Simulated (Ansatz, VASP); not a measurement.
## La2O3 in two plane-wave programs

Wanted: the spread between two codes on one cell, functional and k mesh.

Calculated with Ansatz 0.2.0; plane waves, with VASP 6.6.1 beside it; relaxation of cell and atoms at r2SCAN with D4.

## (1) Starting point

It takes space group P-3m1 (No. 164, trigonal). The conventional cell has a = 3.931 Å, b = 3.931 Å, c = 6.112 Å, α = 90.00°, β = 90.00°, γ = 120.00°. La has 7 O at 2.36 to 2.72 Å nearest. O has 4 La at 2.36 to 2.44 Å nearest. O has 6 La at 2.72 Å nearest. Farther neighbours and most contacts between anions are not listed.

## (2) VASP: relaxation of cell and atoms, r2SCAN with D4

The relaxed volume is the usual yardstick between codes: its relative difference is about their pressure difference at one cell divided by the bulk modulus.

Lines of VASP's logs that name or quote its potential files are left out, and so is its time.

File INCAR:

```
SYSTEM = La2O3
PREC = Accurate
ENCUT = 560
EDIFF = 1E-06
NELM = 100
ISMEAR = -1
SIGMA = 0.05
LREAL = .FALSE.
ALGO = Normal
METAGGA = R2SCAN
IVDW = 13
VDW_S6 = 1
VDW_S8 = 0.6018749
VDW_A1 = 0.51559235
VDW_A2 = 5.77342911
LASPH = .TRUE.
NBANDS = 26
LORBIT = 11
LWAVE = .FALSE.
LCHARG = .FALSE.
KPAR = 4
IBRION = 2
NSW = 60
ISIF = 3
EDIFFG = -0.01
```

File POSCAR:

```
La2O3
1.0
    3.9307778780      0.0000000000      0.0000000000
   -1.9653889390      3.4041534990      0.0000000000
    0.0000000000      0.0000000000      6.1119535200
La O
2 3
Direct
    0.6666666700      0.3333333300      0.7537643200
    0.3333333300      0.6666666700      0.2462356800
    0.6666666700      0.3333333300      0.3541093500
    0.3333333300      0.6666666700      0.6458906500
    0.0000000000      0.0000000000      0.0000000000
```

File KPOINTS:

```
Automatic mesh
0
Gamma
7 7 4
0 0 0
```

Potentials, in the order of the species: La and O (PBE family, release 64).

Started as:

```console
mpirun -np 4 vasp_std
```

Numbers of over 12 decimals in the logs are rounded to 6 here.

The program printed:

```text
[banner, memory and clock lines left out]
running    4 mpi-ranks, on    1 nodes
 distrk:  each k-point on    1 cores,    4 groups
 distr:  one band on    1 cores,    1 groups

 POSCAR found type information on POSCAR LaO
 POSCAR found :  2 types and       5 ions
|                                                                             |
|               ----> ADVICE to this user running VASP <----                  |
|                                                                             |
|     You enforced a specific xc type in the INCAR file but a different       |
|     [... a line on the potential file left out ...]
|     I HOPE YOU KNOW WHAT YOU ARE DOING!                                     |
|                                                                             |

 LDA part: xc-table for (None), standard interpolation
 POSCAR, INCAR and KPOINTS ok, starting setup
 FFT: planning ... GRIDC
 FFT: planning ... GRID_SOFT
 FFT: planning ... GRID
 WAVECAR not read
 entering main loop
       N       E                     dE             d eps       ncg     rms          rms(c)
DAV:   1     0.447453730730E+03    0.44745E+03   -0.16668E+04  1472   0.252E+03
DAV:   2     0.312489094093E+02   -0.41620E+03   -0.40572E+03  2048   0.404E+02
DAV:   3    -0.963976330007E+02   -0.12765E+03   -0.12407E+03  2524   0.218E+02
DAV:   4    -0.113804384704E+03   -0.17407E+02   -0.17378E+02  2534   0.862E+01
DAV:   5    -0.114857024735E+03   -0.10526E+01   -0.10518E+01  2496   0.247E+01    0.139E+01
DAV:   6    -0.954738466506E+02    0.19383E+02   -0.27753E+01  2380   0.357E+01    0.527E+00
DAV:   7    -0.960250092830E+02   -0.55116E+00   -0.26817E+00  2624   0.155E+01    0.351E+00
DAV:   8    -0.961032877761E+02   -0.78278E-01   -0.10662E+00  2736   0.901E+00    0.148E+00
DAV:   9    -0.960594166140E+02    0.43871E-01   -0.30383E-01  2432   0.387E+00    0.379E-01
DAV:  10    -0.960611652632E+02   -0.17486E-02   -0.47948E-02  2656   0.170E+00    0.181E-01
DAV:  11    -0.960628082864E+02   -0.16430E-02   -0.12869E-02  2648   0.871E-01    0.233E-01
DAV:  12    -0.960616186560E+02    0.11896E-02   -0.14314E-02  2352   0.780E-01    0.685E-02
DAV:  13    -0.960616025341E+02    0.16122E-04   -0.19404E-03  2624   0.362E-01    0.348E-02
DAV:  14    -0.960615820176E+02    0.20517E-04   -0.11564E-04  2544   0.103E-01    0.175E-02
DAV:  15    -0.960615799526E+02    0.20649E-05   -0.77292E-05  2680   0.596E-02    0.520E-03
DAV:  16    -0.960615798999E+02    0.52690E-07   -0.13923E-05  2472   0.284E-02    0.523E-03
DAV:  17    -0.960615789635E+02    0.93644E-06   -0.24890E-06  1608   0.147E-02
   1 F= -.96524612E+02 E0= -.96524612E+02  d E =-.965246E+02
[...]
2 F= -.96524353E+02 E0= -.96524353E+02  d E =0.258763E-03
[...]
3 F= -.96526014E+02 E0= -.96526014E+02  d E =-.140231E-02
[...]
4 F= -.96526163E+02 E0= -.96526163E+02  d E =-.148378E-03
[...]
5 F= -.96526174E+02 E0= -.96526174E+02  d E =-.159929E-03
[...]
6 F= -.96526222E+02 E0= -.96526222E+02  d E =-.481470E-04
 trial-energy change:   -0.000048  1 .order   -0.000048   -0.000059   -0.000037
 step:   2.5052(harm=  2.5052)  dis= 0.00236  next Energy=   -96.526252 (dE=-0.776E-04)
 bond charge predicted
       N       E                     dE             d eps       ncg     rms          rms(c)
DAV:   1    -0.960592909751E+02    0.30311E-03   -0.34251E-02  1982   0.233E+00    0.794E-02
DAV:   2    -0.960594048341E+02   -0.11386E-03   -0.26641E-03  2540   0.591E-01    0.459E-02
DAV:   3    -0.960593680964E+02    0.36738E-04   -0.14141E-04  2838   0.132E-01    0.170E-02
DAV:   4    -0.960593673850E+02    0.71139E-06   -0.30894E-05  2864   0.564E-02    0.703E-03
DAV:   5    -0.960593683492E+02   -0.96422E-06   -0.41772E-06  1792   0.190E-02
   7 F= -.96526252E+02 E0= -.96526252E+02  d E =-.779529E-04
 curvature:  -1.59 expect dE=-0.843E-04 dE for cont linesearch -0.624E-08
 trial: gam= 0.86917 g(F)=  0.380E-05 g(S)=  0.492E-04 ort = 0.556E-06 (trialstep = 0.881E+00)
 search vector abs. value=  0.113E-03
 reached required accuracy - stopping structural energy minimisation
```

From OUTCAR (step 2):

```text
ion  position               nearest neighbor table
   1  0.667  0.333  0.754-   4 2.36   4 2.36   4 2.36   3 2.44   5 2.72   5 2.72   5 2.72
   2  0.333  0.667  0.246-   3 2.36   3 2.36   3 2.36   4 2.44   5 2.72   5 2.72   5 2.72
   3  0.667  0.333  0.354-   2 2.36   2 2.36   2 2.36   1 2.44
   4  0.333  0.667  0.646-   1 2.36   1 2.36   1 2.36   2 2.44
   5  0.000  0.000  0.000-   1 2.72   2 2.72   1 2.72   2 2.72   1 2.72   2 2.72

  LATTYP: Found a hexagonal cell.
 ALAT       =     3.9307778780
 C/A-ratio  =     1.5548966921

 Subroutine GETGRP returns: Found 12 space group operations
 (whereof 12 operations were pure point group operations)

The static configuration has the point symmetry D_3d.

 Found     28 irreducible k-points:

   k-points           NKPTS =     28   k-points in BZ     NKDIM =     28   number of bands    NBANDS=     26

   dimension x,y,z NGX =    30 NGY =   30 NGZ =   48
   dimension x,y,z NGXF=    60 NGYF=   60 NGZF=   96

   ENCUT  =  560.0 eV  41.16 Ry    6.42 a.u.   7.58  7.58 11.79*2*pi/ulx,y,z

   NELECT =      40.0000    total number of electrons

 k-points in reciprocal lattice and weights: Automatic mesh
   0.00000000  0.00000000  0.00000000       0.005
   0.14285714  0.00000000  0.00000000       0.031
   0.28571429  0.00000000  0.00000000       0.031
   0.42857143  0.00000000  0.00000000       0.031
   0.14285714  0.14285714  0.00000000       0.031
   0.28571429  0.14285714  0.00000000       0.061
   0.42857143  0.14285714  0.00000000       0.031
   0.28571429  0.28571429  0.00000000       0.031
   0.00000000  0.00000000  0.25000000       0.010
[...]
0.42857143  0.14285714  0.50000000       0.031
   0.28571429  0.28571429  0.50000000       0.031

 average (electrostatic) potential at core
       1-100.5753       2-100.5753       3 -70.5952       4 -70.5952       5 -70.0497

 E-fermi :   6.9850

 k-point     1 :       0.0000    0.0000    0.0000
  band No.  band energies     occupation
    ...
     16       3.6697      2.00000
     17       4.1303      2.00000
     18       5.4015      2.00000
     19       5.4015      2.00000
     20       5.6698      2.00000
     21      10.6214      0.00000
     22      10.9231      0.00000
     23      10.9231      0.00000
     24      11.6211      0.00000
     25      11.8416      0.00000
    ...

 k-point     2 :       0.1429    0.0000    0.0000
  band No.  band energies     occupation
    ...
     16       3.7504      2.00000
     17       4.5829      2.00000
     18       5.1369      2.00000
     19       5.3913      2.00000
     20       5.6068      2.00000
     21      10.7124      0.00000
     22      10.9593      0.00000
     23      11.0870      0.00000
     24      11.6602      0.00000
     25      11.8069      0.00000
    ...

 k-point     3 :       0.2857    0.0000    0.0000
  band No.  band energies     occupation
    ...
     16       4.2940      2.00000
     17       4.8077      2.00000
     18       4.9202      2.00000
     19       5.4295      2.00000
     20       5.5533      2.00000
     21      10.3996      0.00000
     22      11.0640      0.00000
     23      11.4282      0.00000
     24      11.7239      0.00000
     25      11.7459      0.00000
    ...

  DFT-D4 for vdW energy calculation

  Edisp (eV):   -0.46688

  Total       0.04402     0.04402     0.03496     0.00000     0.00000     0.00000
  in kB       0.86900     0.86900     0.69014     0.00000     0.00000     0.00000
  external pressure =        0.81 kB  Pullay stress =        0.00 kB

  energy-cutoff  :      560.00
  volume of cell :       81.15
      direct lattice vectors                 reciprocal lattice vectors
     3.923201876 -0.000000000 -0.000000000     0.254893842  0.147163028 -0.000000000
    -1.961600938  3.397592489 -0.000000000     0.000000000  0.294326057 -0.000000000
     0.000000000  0.000000000  6.088120259     0.000000000  0.000000000  0.164254311

 POSITION                                       TOTAL-FORCE (eV/Angst)
 -----------------------------------------------------------------------------------
      1.96160      1.13253      4.59261         0.000000      0.000000      0.004657
     -0.00000      2.26506      1.49551        -0.000000     -0.000000     -0.004657
      1.96160      1.13253      2.15259         0.000000      0.000000     -0.004205
     -0.00000      2.26506      3.93553        -0.000000     -0.000000      0.004205
      0.00000      0.00000      0.00000         0.000000     -0.000000      0.000000
 -----------------------------------------------------------------------------------
    total drift:                               -0.000000      0.000000     -0.000000

  FREE ENERGIE OF THE ION-ELECTRON SYSTEM (eV)
  ---------------------------------------------------
  free  energy   TOTEN  =       -96.5262522533 eV

  energy  without entropy=      -96.5262522533  energy(sigma->0) =      -96.52625225

 reached required accuracy - stopping structural energy minimisation

 total charge
# of ion       s       p       d       f       tot
--------------------------------------------------
    1        1.995   5.725   0.618   0.228   8.566
    2        1.995   5.725   0.618   0.228   8.566
    3        1.572   3.498   0.000   0.000   5.070
    4        1.572   3.498   0.000   0.000   5.070
    5        1.556   3.416   0.000   0.000   4.972
--------------------------------------------------
tot          8.691  21.861   1.237   0.456  32.244

[... 3 further parts left out ...]
```

CONTCAR:

```
La2O3
   1.00000000000000
     3.9232018764035113   -0.0000000000000000   -0.0000000000000000
    -1.9616009382017556    3.3975924891582245   -0.0000000000000000
     0.0000000000000000    0.0000000000000000    6.0881202594291626
  La              O
     2     3
Direct
     0.6666666699999979    0.3333333300000021    0.7543566417943683
     0.3333333300000021    0.6666666699999979    0.2456433582056316
     0.6666666699999979    0.3333333300000021    0.3535716775183586
     0.3333333300000021    0.6666666699999979    0.6464283224816415
     0.0000000000000000    0.0000000000000000    0.0000000000000000
```

(Continued in part 2 of 2.)

[Lines on the potential files, build, host, timing and source positions are cut from VASP's logs without a mark.]

[Logs are printed without paths, hosts, clocks, repeated set-up lines and the standing remarks that a program may print on its own settings, such as how far it seeks lower states.]

[Hosts, paths, dates, database ids (printed as entryN), source tags and the programs' standing remarks are cut or masked in the printed files.]
